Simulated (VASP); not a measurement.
VASP ran on this input.

### KPOINTS
```
Automatic mesh
0
Gamma
13 13 8
0 0 0
```

**INCAR**
```
PARAM1=0.1833333333
PARAM2=0.22
ISIF=2
LORBIT=11   ! lm-projected
ISMEAR=-5   ! tetrahedra, Bloechl
LWAVE=F
SYSTEM=Tl
EDIFF=1E-7   ! SCF stop (eV)
LCHARG=T
AGGAC=0.0
ENCUT=520   ! plane-wave cut-off (eV)
LASPH=T   ! aspherical one-centre terms
NEDOS=601   ! DOS grid
LMAXMIX=4   ! l cut-off of mixed one-centre charges
PREC=Accurate
LUSE_VDW=T
NELM=100   ! most electronic steps
ALGO=Normal   ! blocked Davidson
GGA=BO
LREAL=F   ! projection in real space or not
```

POSCAR:
```
Tl
1
    1.7811929002    -3.0851167135    -0.0000000000
    1.7811929002     3.0851167135     0.0000000000
    0.0000000000     0.0000000000     5.5949361261
Tl
2
Direct
  0.3333330000   0.6666670000   0.2500000000
  0.6666670000   0.3333330000   0.7500000000
```

POTCAR, in this order: Tl_d (PBE.64 set). Program: vasp_std.

### Question
Translate this optB88-vdW calculation to Quantum ESPRESSO's pw.x.

### Answer
One equivalent input (not run):
```
&CONTROL
  calculation = 'scf'
  pseudo_dir = './pseudo'
  outdir = './out'
  tprnfor = .true.
  tstress = .true.
/
&SYSTEM
  ibrav = 0
  nat = 2
  ntyp = 1
  ecutwfc = 60.3
  occupations = 'tetrahedra'
  input_dft = 'vdw-df-obk8'
/
&ELECTRONS
  conv_thr = 7.3e-09
  electron_maxstep = 100
/
ATOMIC_SPECIES
  Tl 204.380 Tl.upf
CELL_PARAMETERS angstrom
     1.7811929   -3.0851167   -0.0000000
     1.7811929    3.0851167    0.0000000
     0.0000000    0.0000000    5.5949361
ATOMIC_POSITIONS crystal
  Tl   0.3333330  0.6666670  0.2500000
  Tl   0.6666670  0.3333330  0.7500000
K_POINTS automatic
  13 13 8 0 0 0
```
What does not carry over: the potentials are each code's own (VASP's PAW set, PseudoDojo norm-conserving files in pw.x), so ENCUT and ecutwfc are chosen apart and not converted; conv_thr bounds pw.x's estimated SCF error, while EDIFF bounds the energy change between steps.

The compound is Tl in the hcp structure. It was relaxed first, which changed the volume by +7 %.
